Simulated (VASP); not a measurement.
Consider the following.

```xyz
2
Lattice="4.6688 0.0000 0.0000 0.0000 4.6688 0.0000 0.0000 0.0000 4.6688" Properties=species:S:1:pos:R:3 pbc="T T T"
Cs     0.0000     0.0000     0.0000
I      2.3344     2.3344     2.3344
```

Calculation: PBE GGA, VASP's PBE PAW potentials (set 64) (plane waves; VASP 6.6.1). Numerical set-up: 480 eV cut-off, 6×6×6 Γ-centred mesh, Gaussian smearing of 0.050 eV, potentials Cs_sv I.

Energy and stress use the plane-wave basis of the starting cell.

The ions, cell shape and volume at an external pressure of 30.0 GPa are relaxed. Which structure does the run end with?

```xyz
2
Lattice="3.7906 0.0000 0.0000 0.0000 3.7906 0.0000 0.0000 0.0000 3.7906" Properties=species:S:1:pos:R:3 pbc="T T T"
Cs     0.0000     0.0000     0.0000
I      1.8953     1.8953     1.8953
```
Space group Pm-3m (221), at a tolerance of 0.03 Å.

How do energy and volume change from the first to the last step?

The energy (σ→0) changes by +1196.0 meV/atom and the volume by -46.5 %, in 10 ionic steps.

The compound is CsI in the CsCl type structure. This run relaxes it under an external pressure of 30 GPa. Symmetry was kept, so distortions that lower it aren't found.
